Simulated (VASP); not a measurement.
# SiB2 (P6/mmm) in VASP: a series of runs

One crystal, SiB2, is run at these levels: PBE+D3(BJ); tasks: single point, relaxation of cell and atoms.

All numbers are computed with VASP 6.6.1; they aren't measurements. Logs are shortened: lines on timing, memory, paths and dates and some standing lists are left out, and cuts for length are marked.

## Step 1: Starting point

The structure is hexagonal, space group P6/mmm (No. 191). Conventional cell: a = 2.950 Å, b = 2.950 Å, c = 3.457 Å, α = 90.00°, β = 90.00°, γ = 120.00°. Si (site symmetry 6/mmm) has 12 B at 2.43 Å as nearest neighbours. B (site symmetry -6m2) is surrounded by 3 B at 1.70 Å.

The cell was built by a generator and needn't be a form met in nature.

## Step 2: Single point, PBE+D3(BJ)

Input file INCAR:

```
PREC     = Accurate       # precision mode
ENCUT    = 520            # plane-wave cutoff, eV
EDIFF    = 1E-7           # SCF threshold, eV
ISMEAR   = 0              # smearing method
SIGMA    = 0.1            # smearing width, eV
LREAL    = False          # projectors in reciprocal space
LASPH    = True           # aspherical terms in the spheres
NELM     = 80             # most SCF steps
ALGO     = Normal         # electronic algorithm
ISIF     = 2              # what is computed and relaxed
LWAVE    = False          # write WAVECAR
LCHARG   = False          # write CHGCAR
GGA      = PE             # functional
IVDW     = 12             # dispersion correction
NBANDS   = 12             # bands
```

Input file KPOINTS:

```
regular mesh
0
Gamma
  18 18 14
```

Input file POSCAR:

```
SiB2
1.0
    2.9501365867      0.0000000000      0.0000000000
   -1.4750682934      2.5548932287      0.0000000000
    0.0000000000      0.0000000000      3.4574683037
Si B
1 2
Direct
    0.0000000000      0.0000000000      0.0000000000
    0.3333333333      0.6666666667      0.5000000000
    0.6666666667      0.3333333333      0.5000000000
```

Potentials or basis: VASP PAW PBE potentials, release 64 (Si, B).

On the command line:

```console
$ cat potpaw_PBE.64/Si/POTCAR potpaw_PBE.64/B/POTCAR > POTCAR
$ mpirun -np 1 vasp_std > vasp.out
```

OUTCAR:

```text
PREC = Accurate
   ENCUT = 520
   EDIFF = 1E-7
   ISMEAR = 0
   LREAL = False
   LASPH = True
   NELM = 80
   ISIF = 2
   GGA = PE
   IVDW = 12
 IVDW          = 12

 ion  position               nearest neighbor table
   1  0.000  0.000  0.000-   2 2.43   3 2.43   2 2.43   3 2.43   3 2.43   3 2.43   2 2.43   2 2.43
                             3 2.43   3 2.43   2 2.43   2 2.43
   2  0.333  0.667  0.500-   3 1.70   3 1.70   3 1.70   1 2.43   1 2.43   1 2.43   1 2.43   1 2.43
                             1 2.43
   3  0.667  0.333  0.500-   2 1.70   2 1.70   2 1.70   1 2.43   1 2.43   1 2.43   1 2.43   1 2.43
                             1 2.43

  LATTYP: Found a hexagonal cell.
 ALAT       =     2.9501365867
 C/A-ratio  =     1.1719688910

  Lattice vectors:

 A1 = (   2.9501365867,   0.0000000000,   0.0000000000)
 A2 = (  -1.4750682934,   2.5548932287,   0.0000000000)
 A3 = (   0.0000000000,   0.0000000000,   3.4574683037)

Analysis of symmetry for initial positions (statically):
=====================================================================
 Subroutine PRICEL returns:
 Original cell was already a primitive cell.

 Routine SETGRP: Setting up the symmetry group for a
 hexagonal supercell.

 Subroutine GETGRP returns: Found 24 space group operations
 (whereof 24 operations were pure point group operations)
 out of a pool of 24 trial point group operations.

The static configuration has the point symmetry D_6h.

Analysis of symmetry for dynamics (positions and initial velocities):
=====================================================================
 Subroutine PRICEL returns:
 Original cell was already a primitive cell.

 Routine SETGRP: Setting up the symmetry group for a
 hexagonal supercell.

 Subroutine GETGRP returns: Found 24 space group operations
 (whereof 24 operations were pure point group operations)
 out of a pool of 24 trial point group operations.

The dynamic configuration has the point symmetry D_6h.

 Subroutine INISYM returns: Found 24 space group operations
 (whereof 24 operations are pure point group operations),
 and found     1 'primitive' translations

----------------------------------------------------------------------------------------

                                     Primitive cell

  volume of cell :      26.0599

  direct lattice vectors                    reciprocal lattice vectors
     2.950136587  0.000000000  0.000000000     0.338967356  0.195702895  0.000000000
    -1.475068293  2.554893229  0.000000000     0.000000000  0.391405789  0.000000000
     0.000000000  0.000000000  3.457468304     0.000000000  0.000000000  0.289228971

  length of vectors
     2.950136587  2.950136587  3.457468304     0.391405789  0.391405789  0.289228971

  position of ions in fractional coordinates (direct lattice)
     0.000000000  0.000000000  0.000000000
     0.333333333  0.666666667  0.500000000
     0.666666667  0.333333333  0.500000000

  ion indices of the primitive-cell ions
   primitive index   ion index
                 1           1
                 2           2
                 3           3

----------------------------------------------------------------------------------------

 KPOINTS: regular mesh

Automatic generation of k-mesh.
 Grid dimensions read from file:
 generate k-points for:   18   18   14

 Generating k-lattice:

  Cartesian coordinates                     Fractional coordinates (reciprocal lattice)
     0.018831520  0.010872383  0.000000000     0.055555556 -0.000000000  0.000000000
     0.000000000  0.021744766  0.000000000     0.000000000  0.055555556  0.000000000
     0.000000000  0.000000000  0.020659212     0.000000000  0.000000000  0.071428571

  Length of vectors
     0.021744766  0.021744766  0.020659212

  Shift w.r.t. Gamma in fractional coordinates (k-lattice)
     0.000000000  0.000000000  0.000000000

 Subroutine IBZKPT returns following result:
 ===========================================

 Found    296 irreducible k-points:

 Following reciprocal coordinates:
            Coordinates               Weight
[... 51 lines left out ...]
  band No.  band energies     occupation
      1      -5.7873      2.00000
      2       3.9811      2.00000
      3       6.2822      2.00000
      4       6.8264      2.00000
      5       7.5587      2.00000
      6      12.3418      0.00000
      7      15.0435      0.00000
      8      17.3760      0.00000
      9      17.4070      0.00000
     10      19.6027      0.00000
     11      20.6759      0.00000
     12      20.7627      0.00000

 k-point     5 :       0.2222    0.0000    0.0000
  band No.  band energies     occupation
      1      -5.3619      2.00000
      2       4.4364      2.00000
      3       4.8897      2.00000
      4       6.9752      2.00000
      5       7.1975      2.00000
      6      12.0006      0.00000
      7      15.8662      0.00000
      8      15.9223      0.00000
      9      16.3562      0.00000
     10      18.9718      0.00000
     11      20.5880      0.00000
     12      21.5045      0.00000
[... 228 lines left out ...]
      1      -4.6361      2.00000
      2       3.6165      2.00000
      3       5.2136      2.00000
      4       5.2814      2.00000
      5       7.8269      2.00000
      6      12.5547      0.00000
      7      14.4048      0.00000
      8      15.3482      0.00000
      9      16.2873      0.00000
     10      16.7805      0.00000
     11      19.2165      0.00000
     12      24.0487      0.00000

 k-point    22 :       0.2778    0.1111    0.0000
  band No.  band energies     occupation
      1      -3.9750      2.00000
      2       2.2787      2.00000
      3       4.8750      2.00000
      4       5.9202      2.00000
      5       8.3911      2.00000
      6      12.2722      0.00000
      7      12.9196      0.00000
      8      14.3649      0.00000
      9      16.3274      0.00000
     10      16.4641      0.00000
     11      20.0922      0.00000
     12      23.7261      0.00000

 k-point    23 :       0.3333    0.1111    0.0000
  band No.  band energies     occupation
      1      -3.1998      2.00000
      2       1.0021      2.00000
      3       4.5827      2.00000
      4       6.7428      2.00000
      5       9.0368      2.00000
      6      11.5161      0.00000
      7      11.9147      0.00000
      8      13.5124      0.00000
      9      16.0127      0.00000
     10      16.4326      0.00000
     11      21.3928      0.00000
     12      23.4715      0.00000

 k-point    24 :       0.3889    0.1111    0.0000
  band No.  band energies     occupation
      1      -2.3170      2.00000
      2      -0.1873      2.00000
      3       4.4062      2.00000
      4       7.6470      2.00000
      5       9.7287      1.99999
      6      10.2561      0.00323
      7      11.4067      0.00000
      8      12.9701      0.00000
      9      15.8257      0.00000
     10      16.3710      0.00000
     11      22.8341      0.00000
     12      23.3117      0.00000

 [... further k-points ...]

------------------------ aborting loop because EDIFF is reached ----------------------------------------

 Edisp (eV)   -0.93325

 E8    (eV) :    -0.3460

  FORCE on cell =-STRESS in cart. coord.  units (eV):
  Direction    XX          YY          ZZ          XY          YZ          ZX
  --------------------------------------------------------------------------------------
  -------------------------------------------------------------------------------------
  Total       0.01239     0.01239    -0.01098    -0.00000     0.00000     0.00000
  in kB       0.76179     0.76179    -0.67484    -0.00000     0.00000     0.00000
  external pressure =        0.28 kB  Pullay stress =        0.00 kB

 VOLUME and BASIS-vectors are now :
 -----------------------------------------------------------------------------
  energy-cutoff  :      520.00
  volume of cell :       26.06
      direct lattice vectors                 reciprocal lattice vectors
     2.950136587  0.000000000  0.000000000     0.338967356  0.195702895  0.000000000
    -1.475068293  2.554893229  0.000000000     0.000000000  0.391405789  0.000000000
     0.000000000  0.000000000  3.457468304     0.000000000  0.000000000  0.289228971

 POSITION                                       TOTAL-FORCE (eV/Angst)
 -----------------------------------------------------------------------------------
      0.00000      0.00000      0.00000        -0.000000      0.000000      0.000000
     -0.00000      1.70326      1.72873         0.000000      0.000000      0.000000
      1.47507      0.85163      1.72873        -0.000000     -0.000000     -0.000000
 -----------------------------------------------------------------------------------
    total drift:                                0.000000     -0.000000      0.000000

  FREE ENERGIE OF THE ION-ELECTRON SYSTEM (eV)
  ---------------------------------------------------
  free  energy   TOTEN  =       -18.1719664701 eV

  energy  without entropy=      -18.1695116906  energy(sigma->0) =      -18.17073908
```

Run time: 49 s. Hardware: 1 thread of AMD EPYC 9R45 (Zen 5), shared host; peak memory 0.18 GiB.

What came out:

| Property | Result |
| --- | --- |
| Free energy | -18.1720 eV |
| Pressure | 0.0 GPa |
| Band gap on the k mesh | none (metal or under the smearing width) |
| Dispersion energy per atom | -0.311 eV |

Levels at points of the mesh, in eV from the Fermi level:
```csv
k point,band 3,band 4,band 5,band 6,band 7,band 8
"(0.00, 0.00, 0.00)",-3.70,-1.12,-1.12,2.96,2.96,8.15
"(0.50, 0.00, 0.00)",-4.52,-1.96,-0.72,-0.14,0.79,1.80
"(0.00, 0.00, 0.50)",-0.62,-0.62,5.06,5.06,5.72,6.33
"(0.50, 0.00, 0.50)",-7.72,-7.44,-3.71,2.58,3.15,3.51
```

Caveat: pairwise dispersion overbinds metals, which lowers pressure and volume.

## Step 3: Relaxation of cell and atoms, PBE+D3(BJ)

This run uses another cell than the first one, of 8.72 Å³/atom, 1.004 times its volume.

Input file INCAR:

```
  ALGO = Normal
  EDIFF = 1E-7
  EDIFFG = -0.01
  ENCUT = 600
  GGA = PE
  IBRION = 2
  ISIF = 3
  ISMEAR = 0
  IVDW = 12
  LASPH = T
  LCHARG = F
  LREAL = F
  LWAVE = F
  NELM = 60
  NSW = 100
  PREC = Accurate
  SIGMA = 0.1
```

Input file KPOINTS:

```
k-points
0
Gamma
  18 18 14
```

Input file POSCAR:

```
SiB2
1.0
    2.9547968231      0.0000000000      0.0000000000
   -1.4773984116      2.5589291119      0.0000000000
    0.0000000000      0.0000000000      3.4607515820
Si B
1 2
Direct
    0.0000000000      0.0000000000      0.0000000000
    0.3333333333      0.6666666667      0.5000000000
    0.6666666667      0.3333333333      0.5000000000
```

Potentials or basis: VASP PAW PBE potentials, release 64 (Si, B).

On the command line:

```console
$ cat potpaw_PBE.64/Si/POTCAR potpaw_PBE.64/B/POTCAR > POTCAR
$ mpirun -np 1 vasp_std > vasp.out
```

It took 94 s on 1 thread of AMD EPYC 9R45 (Zen 5), shared host; peak memory 0.2 GiB.

The run converged. Its results:

- Free energy: -18.1739 eV
- Relaxed volume: 8.69 Å³/atom
- Relaxed cell: a = 2.950 Å, b = 2.950 Å, c = 3.457 Å, α = 90.00°, β = 90.00°, γ = 120.00°
- Space group after relaxing (to 0.05 Å): P6/mmm (No. 191)
- Energy gained by relaxing: 0.1 meV/atom
- Ionic steps: 5
- Pressure after relaxing: 0.0 GPa
- Band gap on the k mesh: none (metal or under the smearing width)
- Dispersion energy per atom: -0.311 eV

Step by step:
| step | energy change (eV) | largest force (eV/Å) | pressure (GPa) | volume (Å³) |
| --- | --- | --- | --- | --- |
| 1 | 0.0000 | 0.0000 | -0.66 | 26.17 |
| 2 | -0.0002 | 0.0000 | 0.24 | 26.03 |
| 3 | -0.0002 | 0.0000 | -0.04 | 26.07 |
| 4 | -0.0002 | 0.0000 | -0.05 | 26.07 |
| 5 | -0.0002 | 0.0000 | -0.01 | 26.06 |

Final structure:
```
CELL_PARAMETERS angstrom
2.95047 0.00000 0.00000
-1.47523 2.55518 0.00000
0.00000 0.00000 3.45699
ATOMIC_POSITIONS crystal
Si 0.00000 0.00000 0.00000
B 0.33333 0.66667 0.50000
B 0.66667 0.33333 0.50000
```

Levels at points of the mesh, in eV from the Fermi level:
```
           k point  band 2  band 3  band 4  band 5  band 6  band 7  band 8  band 9
(0.00, 0.00, 0.00)   -6.65   -3.70   -1.12   -1.12    2.95    2.95    8.15    8.23
(0.50, 0.00, 0.00)  -11.34   -4.52   -1.96   -0.72   -0.14    0.79    1.80    6.63
(0.00, 0.00, 0.50)  -13.06   -0.62   -0.62    5.05    5.05    5.73    6.33    6.33
(0.50, 0.00, 0.50)   -9.50   -7.72   -7.44   -3.72    2.57    3.15    3.51    9.42
```

Caveat: pairwise dispersion overbinds metals, which lowers pressure and volume.

## Step 4: Single point, PBE+D3(BJ)

This run uses another cell than the first one, of 8.72 Å³/atom, 1.004 times its volume.

Input file INCAR:

```
PREC = Accurate ; ENCUT = 520
EDIFF = 1E-6 ; ISMEAR = 0
SIGMA = 0.1 ; LREAL = F
LASPH = T ; NELM = 100
ALGO = Normal ; ISIF = 2
LWAVE = F ; LCHARG = F
GGA = PE ; IVDW = 12
NBANDS = 12
```

Input file KPOINTS:

```
Automatic mesh
0
Gamma
  6 6 6
```

Input file POSCAR:

```
SiB2
1.0
    2.9547968231      0.0000000000      0.0000000000
   -1.4773984116      2.5589291119      0.0000000000
    0.0000000000      0.0000000000      3.4607515820
Si B
1 2
Direct
    0.0000000000      0.0000000000      0.3858323499
    0.3333333333      0.6666666667     -0.1141941099
    0.6666666667      0.3333333333     -0.1141941099
```

On the command line:

```console
$ cat potpaw_PBE.64/Si/POTCAR potpaw_PBE.64/B/POTCAR > POTCAR
$ mpirun -np 1 vasp_std > vasp.out
```

Wall time 5.6 s (1 thread of AMD EPYC 9R45 (Zen 5), shared host); peak memory 0.12 GiB.

Results (log left out):

| Item | Value |
| --- | --- |
| Free energy | -18.1328 eV |
| Pressure | -0.1 GPa |
| Band gap on the k mesh | none (metal or under the smearing width) |
| Dispersion energy per atom | -0.310 eV |

Levels at points of the mesh, in eV from the Fermi level:
```csv
k point,band 3,band 4,band 5,band 6,band 7,band 8
"(0.00, 0.00, 0.00)",-3.50,-0.95,-0.95,3.13,3.13,8.28
"(0.50, 0.00, 0.00)",-4.34,-1.76,-0.53,0.02,0.98,1.99
"(0.00, 0.00, 0.50)",-0.45,-0.45,5.22,5.22,5.89,6.50
"(0.50, 0.00, 0.50)",-7.50,-7.23,-3.53,2.77,3.32,3.66
```

Caveat: the k mesh is coarse (spacing up to 0.41 Å⁻¹), so the values aren't converged; pairwise dispersion overbinds metals, which lowers pressure and volume.

## Step 5: Relaxation of cell and atoms, PBE+D3(BJ)

This run uses another cell than the first one, of 10.44 Å³/atom, 1.202 times its volume.

Input file INCAR:

```
SYSTEM = SiB2
ALGO = Normal
EDIFF = 1E-7
EDIFFG = -0.04
ENCUT = 600
GGA = PE
IBRION = 2
ISIF = 3
ISMEAR = 0
IVDW = 12
LASPH = .TRUE.
LCHARG = .FALSE.
LREAL = .FALSE.
LWAVE = .FALSE.
NELM = 60
NSW = 90
PREC = Accurate
SIGMA = 0.1
```

Input file KPOINTS:

```
k-points
0
G
  6 6 6
  0 0 0
```

Input file POSCAR:

```
SiB2
1.0
    3.1098994000      0.0000000000      0.0000000000
   -1.5549497000      2.6932518800      0.0000000000
    0.0000000000      0.0000000000      3.7386244900
Si B
1 2
Direct
    0.0000000000      0.0000000000      0.1574441300
    0.3333333300      0.6666666700      0.0000000000
    0.6666666700      0.3333333300      0.0000000000
```

On the command line:

```console
$ cat potpaw_PBE.64/Si/POTCAR potpaw_PBE.64/B/POTCAR > POTCAR
$ mpirun -np 1 vasp_std > vasp.out
```

It took 1.7 min on 1 thread of AMD EPYC 9R45 (Zen 5), shared host; peak memory 0.15 GiB.

The run converged. Its results:

```
Free energy                            : -18.1365 eV
Relaxed volume                         : 8.74 Å³/atom
Relaxed cell                           : a = 2.957 Å, b = 2.957 Å, c = 3.465 Å, α = 90.00°, β = 90.00°, γ = 120.00°
Space group after relaxing (to 0.05 Å) : P6/mmm (No. 191)
Energy gained by relaxing              : 1102.4 meV/atom
Ionic steps                            : 23
Pressure after relaxing                : -0.4 GPa
Largest force after relaxing           : 0.013 eV/Å
Band gap on the k mesh                 : none (metal or under the smearing width)
Dispersion energy per atom             : -0.309 eV
```

Forces in eV/Å, atoms in the order of the input:
```
Si   0.000  0.000  0.013
B    0.000  0.000 -0.006
B    0.000  0.000 -0.006
```

Stress tensor (GPa, compression positive):
```
-0.30  0.00  0.00
 0.00 -0.30  0.00
 0.00  0.00 -0.64
```

The path:
```tsv
step	energy change (eV)	largest force (eV/Å)	pressure (GPa)	volume (Å³)
1	0.0000	4.1932	38.55	31.31
2	-0.2955	0.0626	-22.24	43.84
3	-1.0368	1.4998	-5.78	37.19
4	-1.0390	1.5920	-4.61	36.92
5	-1.0389	1.6328	-4.08	36.80
6	-1.2659	1.6884	-4.61	35.90
7	-2.3381	2.1477	-11.59	33.26
8	-3.1702	0.0550	-4.65	28.28
9	-3.0964	1.4081	14.96	24.35
10	-3.2585	0.1018	2.59	26.31
11	-3.2597	0.1518	2.74	26.21
12	-3.2413	0.6501	7.24	25.28
13	-3.2615	0.2130	2.97	26.09
14	-3.2607	0.4109	4.62	25.68
15	-3.2627	0.2728	3.36	25.96
16	-3.1840	0.4513	-7.24	27.18
17	-3.2851	0.3601	0.18	26.29
18	-3.2852	0.3648	-0.51	26.37
19	-3.2855	0.3633	-0.19	26.33
20	-3.2996	0.1879	-0.97	26.37
21	-3.3046	0.0153	-1.55	26.41
22	-3.2918	0.0785	2.91	25.78
23	-3.3071	0.0125	-0.41	26.23
```

Final structure:
```xyz
3
Lattice="2.9566 0.0000 0.0000 -1.4783 2.5605 0.0000 0.0000 0.0000 3.4651" Properties=species:S:1:pos:R:3 pbc="T T T"
Si    0.0000    0.0000    1.3334
B     0.0000    1.7070    3.0712
B     1.4783    0.8535    3.0712
```

Levels at points of the mesh, in eV from the Fermi level:
| k point | band 3 | band 4 | band 5 | band 6 | band 7 | band 8 |
| --- | --- | --- | --- | --- | --- | --- |
| (0.00, 0.00, 0.00) | -3.51 | -0.93 | -0.93 | 3.14 | 3.14 | 8.28 |
| (0.50, 0.00, 0.00) | -4.31 | -1.75 | -0.52 | 0.01 | 0.98 | 2.01 |
| (0.00, 0.00, 0.50) | -0.44 | -0.44 | 5.23 | 5.23 | 5.87 | 6.50 |
| (0.50, 0.00, 0.50) | -7.47 | -7.21 | -3.51 | 2.77 | 3.33 | 3.67 |

Caveat: the k mesh is coarse (spacing up to 0.39 Å⁻¹), so the values aren't converged; the volume moved by over 15 % at a fixed basis, so the end points are rough.

## Step 6: Summary

| task | cell | k mesh | cutoff (eV) | mesh quality | gap on the mesh (eV) | pressure (GPa) | relaxed volume (Å³/atom) |
| --- | --- | --- | --- | --- | --- | --- | --- |
| single point | P6/mmm, 8.69 Å³/atom | 18 × 18 × 14 | 520 | not flagged | none | 0.0 | - |
| relaxation of cell and atoms | relaxed | 18 × 18 × 14 | 600 | not flagged | none | 0.0 | 8.69 |
| single point | P6/mmm, 8.72 Å³/atom | 6 × 6 × 6 | 520 | coarse | none | -0.1 | - |
| relaxation of cell and atoms | relaxed | 6 × 6 × 6 | 600 | coarse | none | -0.4 | 8.74 |

Alike in all rows: level PBE+D3(BJ); potentials or basis VASP PAW PBE potentials, release 64 (Si, B); no spin polarisation; smearing gaussian 0.1 eV.

Caveats: some runs use coarse meshes; pairwise dispersion overbinds metals, which lowers pressure and volume (some runs); the volume moved by over 15 % at a fixed basis, so the end points are rough (some runs).

Total energies depend on the potentials used, so only differences within one code and one set of settings carry meaning.
